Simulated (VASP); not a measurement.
```
CELL_PARAMETERS angstrom
      0.00000     2.18885     2.18885
      2.18885     0.00000     2.18885
      2.18885     2.18885     0.00000
ATOMIC_POSITIONS crystal
  Al 0.00000 0.00000 0.00000
  N  0.25000 0.25000 0.25000
```

Calculation: PBEsol GGA, VASP's PBE PAW potentials (set 64) (plane waves; VASP). Settings: 520 eV cut-off, 9×9×9 Γ-centred mesh, Gaussian smearing of 0.050 eV, potentials Al N.

Task: Predict the energy per atom (σ→0).

Result: 
| Item | Value |
|---|---|
| energy per atom (σ→0) | -7.806 eV/atom |

Only differences to runs with the same potentials and settings are physical.

The structure was generated: AlN was put into the zinc blende type (F-43m), which need not be its known phase. It was relaxed first. The start is the result of an earlier pass.
